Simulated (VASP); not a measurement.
# Lattice constant a of zinc-blende III-V compounds: PBEsol against PBE

VASP (plane waves, PAW); cells keep the symmetry of their structure type. Static lattice, each level at its own minimum.

Here x stands for PBE a and y for PBEsol less PBE.

```
solid  PBE a (Å)  PBEsol less PBE (Å)  cut-off (eV)
-----  ---------  -------------------  ------------
BN         3.626               -0.018           520
BP         4.547               -0.025           520
GaN        4.550               -0.053           520
GaP        5.506               -0.069           520
AlAs       5.733               -0.051           520
GaAs       5.750               -0.087           520
InP        5.959               -0.080           520
InSb       6.635                    ?           520
```

### Question
Fit y against x with a straight line, and predict the withheld value at x = 6.635.

### Answer
With u = x - 5.1, the rows have u = -1.4740, -0.5530, -0.5500, 0.4060, 0.6330, 0.6500, 0.8590. Means: u -0.0041429, y -0.0547. About the means, the sum of products is -0.11765 and the sum of squares of u is 4.5068; the slope is their ratio. Least squares gives y = -0.0548 - 0.02610·u. Residuals (row less fit): -0.0017, 0.0154, -0.0126, -0.0036, 0.0203, -0.0152, -0.0028; standard error 0.0146 (degrees of freedom: 5). The slope is -0.0261 with a standard error of 0.0069. At the withheld row, u = 1.5350, so y = -0.0548 - 0.02610 × 1.5350 = -0.0949 Å. The calculation gives -0.114 Å, 0.0191 Å below the prediction (19.9 % of the range of y in the table). The row lies outside the fitted rows, so this is an extrapolation. From the scatter of the fitted rows alone, a prediction at this place has a standard error of 0.0188 Å, so the miss is 1.0 times that.

GaN is here a metastable form; wurtzite is the usual one. The rows are a random draw from the solids of this series computed here; series whose standard error about the line passes 12 to 30 % of the range of y, or with no trend, aren't shown in this form.
